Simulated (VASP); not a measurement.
# Relaxed cell of NaF (Villiaumite): a test of cutoff and mesh, part 2 of 2

How far does the relaxed cell of NaF (Villiaumite) depend on cutoff and k mesh? The starting structure is a measured crystal structure from the Crystallography Open Database. The first relaxation on each setting starts from this cell expanded by 3 % in volume.

VASP 6.6.1.

Results so far: reference 12.40 Å³ an atom; a cutoff of 400 eV 11.17 Å³ an atom; a 4×4×4 mesh 12.40 Å³ an atom.

## 5. Relaxation with a cutoff of 680 eV

Level of this step: PBEsol; plane waves and PAW (Na_pv, F) (VASP).

Against step 2 the input has ENCUT = 680. This run starts from the cell of an earlier relaxation, which isn't shown; the restart sets up the plane waves anew.

Contents of INCAR:

```
SYSTEM = NaF
PREC = Accurate
ENCUT = 680
EDIFF = 1E-06
NELM = 100
ISMEAR = 0
SIGMA = 0.03
LREAL = .FALSE.
ALGO = Normal
GGA = PS
NBANDS = 13
LORBIT = 11
LWAVE = .FALSE.
LCHARG = .FALSE.
KPAR = 4
IBRION = 2
NSW = 50
ISIF = 3
EDIFFG = -0.006
```

Contents of POSCAR:

```
NaF
1.0
    0.0000000000      2.3124182814      2.3124182814
    2.3124182814      0.0000000000      2.3124182814
    2.3124182814      2.3124182814      0.0000000000
Na F
1 1
Direct
    0.0000000000      0.0000000000      0.0000000000
    0.5000000000      0.5000000000      0.5000000000
```

Contents of KPOINTS:

```
Automatic mesh
0
Gamma
8 8 8
0 0 0
```

PAW data sets: Na_pv and F (PBE family, release 64).

Launch:

```console
$ mpirun -np 4 vasp_std
```

The program printed:

```text
[... set-up lines as in an earlier step ...]
 entering main loop
       N       E                     dE             d eps       ncg     rms          rms(c)
DAV:   1     0.127420881887E+03    0.12742E+03   -0.90678E+03   759   0.157E+03
DAV:   2    -0.220099455505E+01   -0.12962E+03   -0.12057E+03   817   0.392E+02
DAV:   3    -0.947399447285E+01   -0.72730E+01   -0.72555E+01   939   0.867E+01
DAV:   4    -0.953962345564E+01   -0.65629E-01   -0.65626E-01   804   0.881E+00
[...]
DAV:  10    -0.877232289244E+01    0.20806E-03   -0.12946E-03   824   0.457E-01    0.116E-02
DAV:  11    -0.877232688703E+01   -0.39946E-05   -0.47443E-05   834   0.153E-01    0.667E-03
DAV:  12    -0.877232723138E+01   -0.34435E-06   -0.65365E-06   907   0.348E-02
   1 F= -.87723272E+01 E0= -.87723272E+01  d E =-.877233E+01
[...]
N       E                     dE             d eps       ncg     rms          rms(c)
DAV:   1    -0.877252234563E+01   -0.19546E-03   -0.34051E-03   934   0.903E-01    0.109E-01
DAV:   2    -0.877234738935E+01    0.17496E-03   -0.61907E-04   934   0.250E-01    0.300E-02
DAV:   3    -0.877233515612E+01    0.12233E-04   -0.26464E-05   874   0.113E-01    0.154E-02
DAV:   4    -0.877233064227E+01    0.45139E-05   -0.37083E-06   854   0.664E-02    0.263E-03
DAV:   5    -0.877233049969E+01    0.14257E-06   -0.57612E-07   428   0.122E-02
   2 F= -.87723305E+01 E0= -.87723305E+01  d E =-.326831E-05
 trial-energy change:   -0.000003  1 .order   -0.000005   -0.000021    0.000011
 step:   0.6577(harm=  0.6577)  dis= 0.00000  next Energy=    -8.772334 (dE=-0.689E-05)
 reached required accuracy - stopping structural energy minimisation
```

Elapsed: 3.4 s, on 4 MPI ranks of Intel Xeon 6975P-C (Granite Rapids), shared host; peak memory 0.56 GiB.

From OUTCAR (step 5):

```text
  Total        0.0088570      0.0088570      0.0088570      0.0000000      0.0000000     -0.0000000
  in kB        0.5745173      0.5745173      0.5745173      0.0000000      0.0000000     -0.0000000
  external PRESSURE =       0.5745173 kB  Pullay stress =       0.0000000 kB

 POSITION                                       TOTAL-FORCE (eV/Angst)
 -----------------------------------------------------------------------------------
      2.31147      0.00000      2.31147         0.000000     -0.000000     -0.000000
      2.31147      2.31147      2.31147        -0.000000      0.000000      0.000000
 -----------------------------------------------------------------------------------
    total drift:                                0.000000      0.000000      0.000000

  FREE ENERGIE OF THE ION-ELECTRON SYSTEM (eV)
  ---------------------------------------------------
  free  energy   TOTEN  =        -8.7723304997 eV

  energy  without entropy=       -8.7723304997  energy(sigma->0) =       -8.77233050

[... 2 parts as in an earlier step ...]

[... 2 further parts left out ...]
[key lines of the parts left out:]
E-fermi :  -2.0115
```

With a cutoff of 680 eV the cell ends at 12.350 Å³ an atom, -0.38 % from the reference.

## 6. Relaxation with a 12×12×12 mesh

Against step 2 the input has a 12×12×12 mesh. This run starts from the cell of an earlier relaxation, which isn't shown; the restart sets up the plane waves anew.

INCAR, as its differences from that of step 5:

```diff
@@ -2,3 +2,3 @@
 PREC = Accurate
-ENCUT = 680
+ENCUT = 520
 EDIFF = 1E-06
```

Contents of POSCAR:

```
NaF
1.0
    0.0000000000      2.3159194857      2.3159194857
    2.3159194857      0.0000000000      2.3159194857
    2.3159194857      2.3159194857      0.0000000000
Na F
1 1
Direct
    0.0000000000      0.0000000000      0.0000000000
    0.5000000000      0.5000000000      0.5000000000
```

Contents of KPOINTS:

```
Automatic mesh
0
Gamma
12 12 12
0 0 0
```

Launch:

```console
$ mpirun -np 4 vasp_std
```

The program printed:

```text
[... set-up lines as in an earlier step ...]
 entering main loop
       N       E                     dE             d eps       ncg     rms          rms(c)
DAV:   1     0.109941269892E+03    0.10994E+03   -0.78528E+03  1877   0.130E+03
DAV:   2    -0.365066277392E+01   -0.11359E+03   -0.10565E+03  2050   0.347E+02
DAV:   3    -0.948898953054E+01   -0.58383E+01   -0.58238E+01  2277   0.751E+01
DAV:   4    -0.953826206256E+01   -0.49273E-01   -0.49270E-01  2072   0.743E+00
[...]
DAV:  10    -0.876879009634E+01    0.13393E-03   -0.99574E-04  2002   0.398E-01    0.133E-02
DAV:  11    -0.876879237465E+01   -0.22783E-05   -0.43380E-05  2062   0.155E-01    0.658E-03
DAV:  12    -0.876879263353E+01   -0.25888E-06   -0.60374E-06  2217   0.382E-02
   1 F= -.87687926E+01 E0= -.87687926E+01  d E =-.876879E+01
[...]
N       E                     dE             d eps       ncg     rms          rms(c)
DAV:   1    -0.876931494441E+01   -0.52257E-03   -0.88687E-03  2297   0.144E+00    0.177E-01
DAV:   2    -0.876885725536E+01    0.45769E-03   -0.16211E-03  2307   0.404E-01    0.482E-02
DAV:   3    -0.876882559851E+01    0.31657E-04   -0.70169E-05  2172   0.181E-01    0.247E-02
DAV:   4    -0.876881347916E+01    0.12119E-04   -0.96415E-06  2256   0.107E-01    0.426E-03
DAV:   5    -0.876881304103E+01    0.43813E-06   -0.16106E-06  1424   0.188E-02
   2 F= -.87688130E+01 E0= -.87688130E+01  d E =-.204075E-04
 trial-energy change:   -0.000020  1 .order   -0.000016   -0.000054    0.000021
 step:   0.7729(harm=  0.7170)  dis= 0.00000  next Energy=    -8.768815 (dE=-0.228E-04)
 reached required accuracy - stopping structural energy minimisation
```

Elapsed: 3.2 s, on 4 MPI ranks; peak memory 0.52 GiB.

OUTCAR, selected parts (step 6):

```text
  Total        0.0107989      0.0107989      0.0107989      0.0000000      0.0000000      0.0000000
  in kB        0.6978296      0.6978296      0.6978296      0.0000000      0.0000000      0.0000000
  external PRESSURE =       0.6978296 kB  Pullay stress =       0.0000000 kB

 POSITION                                       TOTAL-FORCE (eV/Angst)
 -----------------------------------------------------------------------------------
      2.31439      2.31439      4.62878        -0.000000     -0.000000     -0.000000
      2.31439      2.31439      2.31439         0.000000      0.000000      0.000000
 -----------------------------------------------------------------------------------
    total drift:                               -0.000000     -0.000000     -0.000000

  FREE ENERGIE OF THE ION-ELECTRON SYSTEM (eV)
  ---------------------------------------------------
  free  energy   TOTEN  =        -8.7688130410 eV

  energy  without entropy=       -8.7688130410  energy(sigma->0) =       -8.76881304

[... 1 part as in an earlier step ...]

[... 3 further parts left out ...]
[key lines of the parts left out:]
E-fermi :  -1.9662
```

With a 12×12×12 mesh the cell ends at 12.397 Å³ an atom, +0.00 % from the reference.

## 7. Comparison

| run | volume (Å³/atom) | change (%) | pressure left (GPa) | core minutes |
| --- | --- | --- | --- | --- |
| reference | 12.397 | - | 0.07 | 0.627 |
| a cutoff of 400 eV | 11.17 | -9.9 | -0.06 | 0.347 |
| a 4×4×4 mesh | 12.398 | 0.01 | 0.06 | 0.427 |
| a cutoff of 680 eV | 12.35 | -0.38 | 0.06 | 0.627 |
| a 12×12×12 mesh | 12.397 | 0.0 | 0.07 | 1.0 |

Core minutes are wall time times ranks, summed over the relaxations behind a row (those for a bulk modulus apart), on shared hosts.

## 8. Summary of results

* volume of the reference: 12.40 Å³/atom
* volume against the reference, a cutoff of 400 eV: -9.90 %
* volume against the reference, a 4×4×4 mesh: +0.01 %
* volume against the reference, a cutoff of 680 eV: -0.38 %
* volume against the reference, a 12×12×12 mesh: +0.00 %

What this shows: The volume moves most with a cutoff of 400 eV: -9.90 % against the reference (520 eV, 8×8×8 mesh). On finer settings it changes by -0.38 % with a cutoff of 680 eV and +0.00 % with a 12×12×12 mesh. The relaxations stop with up to 0.07 GPa left, which at a bulk modulus of 50 GPa, to name a scale, is 0.14 % of the volume. That understates it: a restart alone still moved the volume by up to 3.5 %. A cell that shrinks at the lower cutoff is the usual mark of Pulay stress, the error that a plane-wave basis makes when it is kept while the volume changes. Further runs on this material are not shown.

[Lines on the potential files, build, host, timing and source positions are cut from VASP's logs without a mark.]

[Logs are printed without paths, hosts, clocks, repeated set-up lines and the standing remarks that a program may print on its own settings, such as how far it seeks lower states.]

[Hosts, paths, dates, database ids (printed as entryN), source tags and the programs' standing remarks are cut or masked in the printed files.]
